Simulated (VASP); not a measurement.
Computed with PBEsol GGA, VASP's PBE PAW potentials (set 64) (plane waves; VASP).

Input for VASP

File KPOINTS:
```
k-points along high-symmetry lines
12
Line-mode
Reciprocal
  0.000000   0.000000   0.000000 ! GAMMA
  0.000000   0.000000  -0.500000 ! T

  0.000000   0.000000  -0.500000 ! T
 -0.328125   0.328125  -0.500000 ! H_2

 -0.343750   0.328125  -0.187500 ! H_0
  0.000000   0.500000   0.500000 ! L

  0.000000   0.500000   0.500000 ! L
  0.000000   0.000000   0.000000 ! GAMMA

  0.000000   0.000000   0.000000 ! GAMMA
 -0.335938   0.335938   0.000000 ! S_0

 -0.335937   0.328125  -0.343750 ! S_2
 -0.500000   0.000000  -1.000000 ! F

 -0.500000   0.000000  -1.000000 ! F
  0.000000   0.000000   0.000000 ! GAMMA
```

**POSCAR**
```
K4Br2Cl2
25.6003950
  0.0000000000   0.1249938459   0.1249938459
  0.1249938459   0.0000000000   0.1249938459
  0.5000000061   0.5000000061  -0.0000246224
K Cl Br
4 2 2
Direct
  0.9837394301   0.9837394301   0.0121954274
  0.0000000000   0.0000000000   0.2500000000
  0.0162605699   0.0162605699   0.4878045726
  0.0000000000   0.0000000000   0.7500000000
  0.4918069554   0.4918069554   0.1311447835
  0.5081930446   0.5081930446   0.3688552165
  0.5076191951   0.5076191951   0.6192856036
  0.4923808049   0.4923808049   0.8807143964
```

**INCAR**
```
# general
SYSTEM   =  K4Br2Cl2
PREC     =  Accurate
ENCUT    =  400
LREAL    =  .FALSE.
LASPH    =  .TRUE.
ICHARG   =  11

# electronic loop
EDIFF    =  1E-7
NELM     =  100
ALGO     =  Normal
LMAXMIX  =  4

# smearing
ISMEAR   =  0
SIGMA    =  0.05

# functional
GGA      =  PS

# output
LWAVE    =  .FALSE.
LCHARG   =  .FALSE.
LORBIT   =  11
```

POTCAR, in this order: K_sv Cl Br (PBE.64 set). Program: vasp_std. Read from the step before: CHGCAR.

Output

**OSZICAR**
```
       N       E                     dE             d eps       ncg     rms          rms(c)
DAV:   1     0.448883650331E+03    0.44888E+03   -0.25233E+04  6408   0.121E+03
DAV:   2     0.126824954649E+02   -0.43620E+03   -0.42536E+03  8356   0.336E+02
DAV:   3    -0.248624501365E+02   -0.37545E+02   -0.37441E+02  8736   0.865E+01
DAV:   4    -0.260662955982E+02   -0.12038E+01   -0.12013E+01  9610   0.164E+01
DAV:   5    -0.261348685190E+02   -0.68573E-01   -0.68564E-01  9564   0.257E+00
DAV:   6    -0.261357968033E+02   -0.92828E-03   -0.92823E-03  9712   0.393E-01
DAV:   7    -0.261358276251E+02   -0.30822E-04   -0.30821E-04  8636   0.642E-02
DAV:   8    -0.261358292029E+02   -0.15778E-05   -0.15778E-05  9936   0.132E-02
DAV:   9    -0.261358292626E+02   -0.59636E-07   -0.59583E-07  6582   0.237E-03
   1 F= -.26135829E+02 E0= -.26135829E+02  d E =-.254494E-21
```

### OUTCAR
```
 val. band max:       -1.5304027405   @ k =   0.0000   0.0000   0.0000

 cond. band min:       2.9152918419   @ k =   0.0000   0.0000   0.0000



 k-point     1 :       0.0000    0.0000    0.0000
  band No.  band energies     occupation
      1     -29.1100      2.00000
      2     -29.0742      2.00000
      3     -29.0737      2.00000
      4     -29.0160      2.00000
      5     -14.2736      2.00000
      6     -14.1970      2.00000
      7     -14.0126      2.00000
      8     -13.9126      2.00000
      9     -12.6479      2.00000
     10     -12.6478      2.00000
     11     -12.6186      2.00000
     12     -12.6186      2.00000
     13     -12.6178      2.00000
     14     -12.6178      2.00000
     15     -12.6139      2.00000
     16     -12.5681      2.00000
     17     -12.5681      2.00000
     18     -12.4956      2.00000
     19     -12.4855      2.00000
     20     -12.3385      2.00000
     21      -3.0197      2.00000
     22      -2.5061      2.00000
     23      -2.4133      2.00000
     24      -2.3836      2.00000
     25      -2.3836      2.00000
     26      -2.1970      2.00000
     27      -2.1970      2.00000
     28      -1.7355      2.00000
     29      -1.7030      2.00000
     30      -1.7030      2.00000
     31      -1.5304      2.00000
     32      -1.5304      2.00000
     33       2.9153      0.00000
     34       4.2059      0.00000
     35       4.2146      0.00000
     36       5.1793      0.00000
     37       5.7739      0.00000
     38       5.9724      0.00000

 k-point     2 :       0.0000    0.0000   -0.0455
  band No.  band energies     occupation
      1     -29.1100      2.00000
      2     -29.0742      2.00000
      3     -29.0737      2.00000
      4     -29.0160      2.00000
      5     -14.2736      2.00000
      6     -14.1971      2.00000
      7     -14.0125      2.00000
      8     -13.9127      2.00000
      9     -12.6479      2.00000
     10     -12.6478      2.00000
     11     -12.6186      2.00000
...
```

The density is held fixed in this step, so its total energy and stress have no physical meaning.

The structure was generated: K4Br2Cl2 was put into an ordered model structure (R-3m), which need not be its known phase. It was relaxed first.
